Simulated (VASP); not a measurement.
OSZICAR of a VASP run on Be (hcp):

OSZICAR:
```
       N       E                     dE             d eps       ncg     rms          rms(c)
DAV:   1    -0.786182118178E+00   -0.78618E+00   -0.18529E+03  2664   0.551E+02
DAV:   2    -0.583950418311E+01   -0.50533E+01   -0.47647E+01  4086   0.621E+01
DAV:   3    -0.587599439305E+01   -0.36490E-01   -0.35502E-01  3552   0.490E+00
DAV:   4    -0.587603761193E+01   -0.43219E-04   -0.43216E-04  3840   0.154E-01
DAV:   5    -0.587603764711E+01   -0.35182E-07   -0.36152E-07  3486   0.197E-03    0.114E+00
DAV:   6    -0.580014030283E+01    0.75897E-01   -0.12321E-02  3024   0.114E+00    0.695E-01
DAV:   7    -0.577162123648E+01    0.28519E-01   -0.12236E-02  3342   0.123E+00    0.515E-02
DAV:   8    -0.577166337947E+01   -0.42143E-04   -0.46630E-05  3786   0.105E-01    0.238E-02
DAV:   9    -0.577162127258E+01    0.42107E-04   -0.29199E-05  2940   0.852E-02    0.277E-03
DAV:  10    -0.577161827414E+01    0.29984E-05   -0.80609E-07  3510   0.148E-02    0.560E-04
DAV:  11    -0.577161782641E+01    0.44773E-06   -0.56631E-08  2502   0.379E-03    0.572E-05
DAV:  12    -0.577161785247E+01   -0.26059E-07   -0.19758E-09  1782   0.573E-04
   1 F= -.57716179E+01 E0= -.57715464E+01  d E =-.577162E+01
       N       E                     dE             d eps       ncg     rms          rms(c)
DAV:   1    -0.577204994882E+01   -0.43212E-03   -0.40109E-03  3360   0.423E-01    0.233E-02
DAV:   2    -0.577205287808E+01   -0.29293E-05   -0.18074E-05  3258   0.414E-02    0.149E-02
DAV:   3    -0.577205382116E+01   -0.94308E-06   -0.10522E-06  3780   0.142E-02    0.215E-04
DAV:   4    -0.577205380779E+01    0.13363E-07   -0.21707E-09  2430   0.560E-04
   2 F= -.57720538E+01 E0= -.57719944E+01  d E =-.435955E-03
       N       E                     dE             d eps       ncg     rms          rms(c)
DAV:   1    -0.577207047621E+01   -0.16655E-04   -0.21890E-04  3372   0.987E-02    0.576E-03
DAV:   2    -0.577207058805E+01   -0.11184E-06   -0.99760E-07  3258   0.977E-03    0.368E-03
DAV:   3    -0.577207059505E+01   -0.69951E-08   -0.62435E-08  3378   0.350E-03
   3 F= -.57720706E+01 E0= -.57720084E+01  d E =-.452743E-03
```

Question: Which electronic solver shows in the log?

Answer: It is blocked Davidson (ALGO = Normal, or the opening steps of other solvers). The INCAR had ALGO = Normal.

Question: Can the final energy be trusted as converged?

Answer: The calculation finished and met its thresholds. It stopped with EDIFF = 1E-7, NELM = 100, NSW = 30 and EDIFFG = -0.01 after 3 ionic steps (vdW-DF2, plane waves, VASP's PBE PAW potentials (set 64)).

The compound is Be in the hcp structure. This cell is one point of a volume scan, at 1.03 of the reference volume. Symmetry was kept, so distortions that lower it aren't found.
